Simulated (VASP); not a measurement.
Level of theory: r2SCAN meta-GGA, VASP's PBE PAW potentials (set 64) (plane waves; VASP 6.6.1).

Input for VASP

**KPOINTS_OPT**
```
k-points along high-symmetry lines
10
Line-mode
Reciprocal
  0.000000   0.000000   0.000000 ! GAMMA
  0.000000   0.500000   0.000000 ! X

  0.000000   0.500000   0.000000 ! X
  0.500000   0.500000   0.000000 ! M

  0.500000   0.500000   0.000000 ! M
  0.000000   0.000000   0.000000 ! GAMMA

  0.000000   0.000000   0.000000 ! GAMMA
  0.500000   0.500000   0.500000 ! R

  0.500000   0.500000   0.500000 ! R
  0.000000   0.500000   0.000000 ! X

  0.500000   0.500000   0.500000 ! R
  0.500000   0.500000   0.000000 ! M
```

File KPOINTS:
```
Automatic mesh
0
Gamma
13 13 13
0 0 0
```

INCAR:
```
# general
SYSTEM  = TiSi
PREC    = Accurate
ENCUT   = 400
LREAL   = .FALSE.
LASPH   = .TRUE.

# electronic loop
EDIFF   = 1E-7
NELM    = 100
ALGO    = Normal
LMAXMIX = 4
LMIXTAU = .TRUE.

# smearing
ISMEAR  = -5

# functional
METAGGA = R2SCAN

# ions
ISIF    = 2

# output
LWAVE   = .FALSE.
LCHARG  = .FALSE.
LORBIT  = 11
NEDOS   = 601
```

### POSCAR
```
TiSi
1.0
  3.1013472172   0.0000000000   0.0000000000
  0.0000000000   3.1013472172   0.0000000000
  0.0000000000   0.0000000000   3.1013472172
Ti Si
1 1
Cartesian
  0.0000000000   0.0000000000   0.0000000000
  1.5506736086   1.5506736086   1.5506736086
```

POTCAR, in this order: Ti_sv Si (PBE.64 set). Program: vasp_std.

The resulting files:

OUTCAR:
```
 ion  position               nearest neighbor table
   1  0.000  0.000  0.000-   2 2.69   2 2.69   2 2.69   2 2.69   2 2.69   2 2.69   2 2.69   2 2.69
  LATTYP: Found a simple cubic cell.
 ALAT       =     3.1013472172
 Subroutine PRICEL returns:
 Original cell was already a primitive cell.
 Subroutine GETGRP returns: Found 48 space group operations
The static configuration has the point symmetry O_h .
The dynamic configuration has the point symmetry O_h .
 Subroutine INISYM returns: Found 48 space group operations
 Subroutine IBZKPT returns following result:
 Found     84 irreducible k-points:

 Following reciprocal coordinates:
            Coordinates               Weight
  0.000000  0.000000  0.000000      1.000000
  0.076923  0.000000  0.000000      6.000000
  0.153846  0.000000  0.000000      6.000000
  0.230769  0.000000  0.000000      6.000000
  0.307692  0.000000  0.000000      6.000000
  0.384615  0.000000  0.000000      6.000000
  0.461538  0.000000  0.000000      6.000000
  0.076923  0.076923  0.000000     12.000000
  0.153846  0.076923  0.000000     24.000000
  0.230769  0.076923  0.000000     24.000000
  0.307692  0.076923  0.000000     24.000000
  0.384615  0.076923  0.000000     24.000000
  0.461538  0.076923  0.000000     24.000000
  0.153846  0.153846  0.000000     12.000000
  0.230769  0.153846  0.000000     24.000000
  0.307692  0.153846  0.000000     24.000000
  0.384615  0.153846  0.000000     24.000000
  0.461538  0.153846  0.000000     24.000000
  0.230769  0.230769  0.000000     12.000000
  0.307692  0.230769  0.000000     24.000000
  0.384615  0.230769  0.000000     24.000000
  0.461538  0.230769  0.000000     24.000000
  0.307692  0.307692  0.000000     12.000000
  0.384615  0.307692  0.000000     24.000000
  0.461538  0.307692  0.000000     24.000000
  0.384615  0.384615  0.000000     12.000000
  0.461538  0.384615  0.000000     24.000000
  0.461538  0.461538  0.000000     12.000000
  0.076923  0.076923  0.076923      8.000000
  0.153846  0.076923  0.076923     24.000000
  0.230769  0.076923  0.076923     24.000000
  0.307692  0.076923  0.076923     24.000000
  0.384615  0.076923  0.076923     24.000000
  0.461538  0.076923  0.076923     24.000000
  0.153846  0.153846  0.076923     24.000000
  0.230769  0.153846  0.076923     48.000000
  0.307692  0.153846  0.076923     48.000000
  0.384615  0.153846  0.076923     48.000000
  0.461538  0.153846  0.076923     48.000000
  0.230769  0.230769  0.076923     24.000000
   k-points           NKPTS =     84   k-points in BZ     NKDIM =     84   number of bands    NBANDS=     12
   number of dos      NEDOS =    601   number of ions     NIONS =      2
   total plane-waves  NPLWV =   8000
   dimension x,y,z NGX =    20 NGY =   20 NGZ =   20
   dimension x,y,z NGXF=    40 NGYF=   40 NGZF=   40
   ions per type =               1   1
   PREC   = accura    normal or accurate (medium, high low for compatibility)
   ISTART =      0    job   : 0-new  1-cont  2-samecut
   ICHARG =      2    charge: 1-file 2-atom 10-const
   ISPIN  =      1    spin polarized calculation?
   LNONCOLLINEAR =      F non collinear calculations
   LSORBIT =      F    spin-orbit coupling
   INIWAV =      1    electr: 0-lowe 1-rand  2-diag
   ENCUT  =  400.0 eV  29.40 Ry    5.42 a.u.   5.06  5.06  5.06*2*pi/ulx,y,z
   NELM   =    100;   NELMIN=  2; NELMDL= -5     # of ELM steps
   EDIFF  = 0.1E-06   stopping-criterion for ELM
   LREAL  =      F    real-space projection
   NLSPLINE    = F    spline interpolate recip. space projectors
   LMAXMIX     =    4 max onsite mixed and CHGCAR
   VOSKOWN=      0    Vosko Wilk Nusair interpolation
...
```

File OSZICAR:
```
       N       E                     dE             d eps       ncg     rms          rms(c)
DAV:   1     0.838997893828E+02    0.83900E+02   -0.71923E+03  2020   0.124E+03
DAV:   2    -0.210052611661E+02   -0.10491E+03   -0.10139E+03  2068   0.325E+02
DAV:   3    -0.272286197381E+02   -0.62234E+01   -0.57856E+01  3048   0.767E+01
DAV:   4    -0.274543089522E+02   -0.22569E+00   -0.22337E+00  2632   0.128E+01
DAV:   5    -0.274628979476E+02   -0.85890E-02   -0.85837E-02  2956   0.225E+00    0.125E+01
DAV:   6    -0.223530328931E+02    0.51099E+01   -0.17256E+01  2868   0.586E+01    0.401E+00
DAV:   7    -0.221200499870E+02    0.23298E+00   -0.25624E+00  2568   0.198E+01    0.290E+00
DAV:   8    -0.220889652479E+02    0.31085E-01   -0.74549E-01  2832   0.637E+00    0.148E+00
DAV:   9    -0.221143783097E+02   -0.25413E-01   -0.10625E-01  2532   0.337E+00    0.108E+00
DAV:  10    -0.221573565781E+02   -0.42978E-01   -0.13323E-01  2440   0.427E+00    0.200E-01
DAV:  11    -0.221647469326E+02   -0.73904E-02   -0.75746E-03  2164   0.934E-01    0.169E-01
DAV:  12    -0.221637323538E+02    0.10146E-02   -0.20205E-03  2516   0.614E-01    0.700E-02
DAV:  13    -0.221649642926E+02   -0.12319E-02   -0.59713E-04  2288   0.251E-01    0.498E-02
DAV:  14    -0.221649256007E+02    0.38692E-04   -0.55769E-05  2376   0.840E-02    0.244E-02
DAV:  15    -0.221649364383E+02   -0.10838E-04   -0.51076E-05  2576   0.848E-02    0.568E-03
DAV:  16    -0.221649379664E+02   -0.15280E-05   -0.35593E-06  2500   0.239E-02    0.316E-03
DAV:  17    -0.221649382759E+02   -0.30950E-06   -0.13421E-06  2144   0.160E-02    0.311E-03
DAV:  18    -0.221649376415E+02    0.63439E-06   -0.25986E-07  1996   0.690E-03    0.770E-04
DAV:  19    -0.221649378328E+02   -0.19136E-06   -0.59969E-08  1060   0.321E-03    0.522E-04
DAV:  20    -0.221649381089E+02   -0.27608E-06   -0.38469E-08  1080   0.239E-03    0.139E-04
DAV:  21    -0.221649380730E+02    0.35885E-07   -0.47776E-09  1048   0.846E-04
   1 F= -.22164938E+02 E0= -.22164938E+02  d E =0.000000E+00
       N       E                     dE             ncg
```

### OUTCAR
```
------------------------ aborting loop because EDIFF is reached ----------------------------------------
  FORCE on cell =-STRESS in cart. coord.  units (eV):
  Direction    XX          YY          ZZ          XY          YZ          ZX
  --------------------------------------------------------------------------------------
  Total       -0.0125985     -0.0125985     -0.0125985     -0.0000000     -0.0000000      0.0000000
  in kB       -0.6766704     -0.6766704     -0.6766704     -0.0000000     -0.0000000      0.0000000
  external PRESSURE =      -0.6766704 kB  Pullay stress =       0.0000000 kB
  volume of cell :       29.83
      direct lattice vectors                 reciprocal lattice vectors
     3.101347217  0.000000000  0.000000000     0.322440517  0.000000000  0.000000000
     0.000000000  3.101347217  0.000000000     0.000000000  0.322440517  0.000000000
     0.000000000  0.000000000  3.101347217     0.000000000  0.000000000  0.322440517
 POSITION                                       TOTAL-FORCE (eV/Angst)
 -----------------------------------------------------------------------------------
      0.00000      0.00000      0.00000         0.000000      0.000000      0.000000
      1.55067      1.55067      1.55067         0.000000      0.000000      0.000000
 -----------------------------------------------------------------------------------
    total drift:                               -0.000000      0.000000      0.000000
  FREE ENERGIE OF THE ION-ELECTRON SYSTEM (eV)
  ---------------------------------------------------
  free  energy   TOTEN  =       -22.1649380730 eV

  energy  without entropy=      -22.1649380730  energy(sigma->0) =      -22.16493807

 total charge

# of ion       s       p       d       tot
------------------------------------------
    1        2.189   6.130   1.979  10.298
    2        0.785   0.871   0.000   1.656
--------------------------------------------------
tot          2.974   7.001   1.979  11.954
```
(Selected blocks of OUTCAR.)

For a metal the tetrahedron method with Blöchl corrections gives inexact stress and forces.

The structure was generated: TiSi was put into the CsCl type (Pm-3m), which need not be its known phase. It was relaxed first.
